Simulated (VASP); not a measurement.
NaLaMnMoO6 under changes of volume

One of the cells (11.789 Å³/atom); the others are scaled copies at fixed shape and fractional positions:

```xyz
10
Lattice="4.7537 -2.7550 0.0021 4.7537 2.7550 0.0021 -3.1990 0.0000 4.4996" Properties=species:S:1:pos:R:3 pbc="T T T"
Na   -0.0031    0.0000    3.3514
La    6.3193    0.0000    1.1598
Mn    3.1491    0.0000    2.2481
Mo    0.0068    0.0000    0.0051
O     4.1555    1.3666    1.2855
O     4.1555   -1.3666    1.2855
O     1.7940    0.0000    0.8458
O     4.5142    0.0000    3.6533
O     2.1466    1.3644    3.2203
O     2.1466   -1.3644    3.2203
```

The cell was built by a generator and needn't be a form met in nature.

```yaml
Program: VASP 6.6.1
Functional: PBE
Potentials_or_basis: VASP PAW PBE potentials, release 64 (Na_pv, La, Mn_pv, Mo_sv, O)
Cutoff: 520 eV
k_mesh: 6 × 6 × 6
Occupations: fermi-dirac, width 0.05 eV
Spin: collinear spin, ferromagnetic start
Starting_moments: "[0.0, 0.0, 4.0, 1.0, 0.0, 0.0, 0.0, 0.0, 0.0, 0.0] μB"
```

```tsv
volume (Å³/atom)	energy over the lowest point (meV/atom)	pressure (GPa)	moment (μB per cell)	largest force (eV/Å)
10.865	26.04	12.7	1.42	0.421
11.096	10.93	8.0	1.53	0.275
11.327	2.32	4.0	1.72	0.113
11.789	0.00	-2.6	2.15	0.300
12.021	?	?	?	?
12.252	15.37	-8.1	2.42	0.625
```

What does the run at 12.021 Å³/atom give?

Energy over the lowest point 5.65 meV/atom; pressure -5.5 GPa; moment 2.27 μB per cell; largest force 0.454 eV/Å.

Worked out: A Birch-Murnaghan fit of order 3 (a polynomial in V^(-2/3)) to the other rows has its minimum at 11.61 Å³/atom with B0 = V·E''(V) = 165 GPa and B' = 4.5 at fixed shape and positions, which overstates the stiffness. It gives 5.77 meV/atom at 12.021 Å³/atom, against the run's 5.65, and -dE/dV = -5.4 GPa, against -5.5. A parabola through the other rows of the moment, of slope 0.736 μB per Å³/atom there, gives 2.27 μB, against the run's 2.27.

Energies are extrapolated to zero smearing.

Caveats: a cell with one magnetic atom can't hold antiferromagnetic order, which such compounds often take.
